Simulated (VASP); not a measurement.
Data:

```
CELL_PARAMETERS angstrom
      3.50562     0.00000     0.00000
      0.00000     3.50562     0.00000
      0.00000     0.00000     3.50562
ATOMIC_POSITIONS crystal
  Fe 0.00000 0.00000 0.00000
  Ni 0.00000 0.50000 0.50000
  Ni 0.50000 0.00000 0.50000
  Ni 0.50000 0.50000 0.00000
```
Starting moments (μB, in the order of the record's atoms Fe Ni Ni Ni): 2.9 0.6 0.6 0.6.

Level of theory: PBE GGA with D3 dispersion (zero damping), VASP's PBE PAW potentials (set 64) (plane waves; VASP). Numerical set-up: 520 eV cut-off, 10×10×10 Γ-centred mesh, tetrahedra with Blöchl corrections, potentials Fe Ni.

The cores are frozen, which limits the accuracy of field gradients.

Problem. Give the principal components of the electric field gradient (V/Å²) and the asymmetry η at each nucleus.

Solution. 
```
atom   Vxx   Vyy  Vzz     η
----  ----  ----  ---  ----
Fe1    0.0   0.0  0.0     -
Ni2   -1.3  -1.3  2.7  0.00
Ni3   -1.3  -1.3  2.7  0.00
Ni4   -1.3  -1.3  2.7  0.00
```

The compound is Ni3Fe in the L1_2 structure. It was relaxed first.
